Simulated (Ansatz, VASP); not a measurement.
## ScGa3As2 in VASP and in Ansatz

INCAR

```
PREC     = Accurate       # precision mode
ENCUT    = 520            # plane-wave cutoff, eV
EDIFF    = 1E-6           # SCF threshold, eV
ISMEAR   = 0              # smearing method
SIGMA    = 0.1            # smearing width, eV
LREAL    = F              # projectors in reciprocal space
LASPH    = T              # aspherical terms in the spheres
NELM     = 60             # most SCF steps
ALGO     = Fast           # electronic algorithm
ISIF     = 2              # what is computed and relaxed
LWAVE    = F              # write WAVECAR
LCHARG   = T              # write CHGCAR
GGA      = PE             # functional
LELF     = T              # ELF
LVHAR    = T            
NBANDS   = 39             # bands
```

Contents of KPOINTS:

```
Automatic mesh
0
Gamma
  6 6 4
```

POSCAR

```
ScGa3As2
1.0
    4.5842830700      0.0000000000      0.0000000000
   -2.2921415300      3.9701055900      0.0000000000
    0.0000000000      0.0000000000      7.2711328800
Sc Ga As
1 3 2
Direct
    0.0000000000      0.0000000000      0.0000000000
    0.3333333300      0.6666666700      0.6510112900
    0.6666666700      0.3333333300      0.3489887100
    0.0000000000      0.0000000000      0.5000000000
    0.3333333300      0.6666666700      0.2492527400
    0.6666666700      0.3333333300      0.7507472600
```

Input for Ansatz:

```yaml
crystal:
  lattice:
    - [4.58428307, 0.0, 0.0]
    - [-2.29214153, 3.97010559, 0.0]
    - [0.0, 0.0, 7.27113288]
  atoms:
    - { symbol: Sc, position: [0.0, 0.0, 0.0] }
    - { symbol: Ga, position: [0.33333333, 0.66666667, 0.65101129] }
    - { symbol: Ga, position: [0.66666667, 0.33333333, 0.34898871] }
    - { symbol: Ga, position: [0.0, 0.0, 0.5] }
    - { symbol: As, position: [0.33333333, 0.66666667, 0.24925274] }
    - { symbol: As, position: [0.66666667, 0.33333333, 0.75074726] }
basis:
  ecutwfc: 420
kpoints:
  mp_grid: { grid: [6, 6, 4] }
hamiltonian:
  xc: pbe
scf:
  occupations: { method: gaussian, width: 0.1 }
  lower_state_search: "off"
output:
  forces: true
  stress: true
  eigenvalues: true
```

Change from the starting cell: species swapped into the Li3YSb2 type (P-3m1, No. 164).

Alike in both runs: task single point; functional PBE; k mesh 6 × 6 × 4; occupations gaussian, width 0.1 eV; no spin polarisation.

|  | VASP | Ansatz |
| --- | --- | --- |
| version | VASP 6.6.1 | Ansatz 0.2.0 |
| potentials or method | VASP PAW PBE potentials, release 64 (Sc_sv, Ga_d, As) | scalar-relativistic, plane waves, PAW |
| plane-wave cutoff (eV) | 520 | 420 |
| valence electrons in the cell | 60 | 80 |

VASP gave:

```
gap on the k mesh at the Fermi level (eV)       : none
pressure (GPa)                                  : -2.1
largest component of the traceless stress (GPa) : 0.48
rms of the force components (eV/Å)              : 0.427
```

What did Ansatz give for the same quantities?

gap on the k mesh at the Fermi level (eV): none; pressure (GPa): -2.2; largest component of the traceless stress (GPa): 0.45; rms of the force components (eV/Å): 0.426.

Atom by atom the forces differ by 0.001 eV/Å (rms over components). A gap of «none» marks a metal or a gap that the smearing closes. The functional is the same, so the differences come from potentials, cutoffs and numerics. The two sets of potentials don't hold the same shells in valence.

Caveats: forces of over 1 eV/Å show positions far from the minimum, so gaps and moduli don't describe the material at rest.
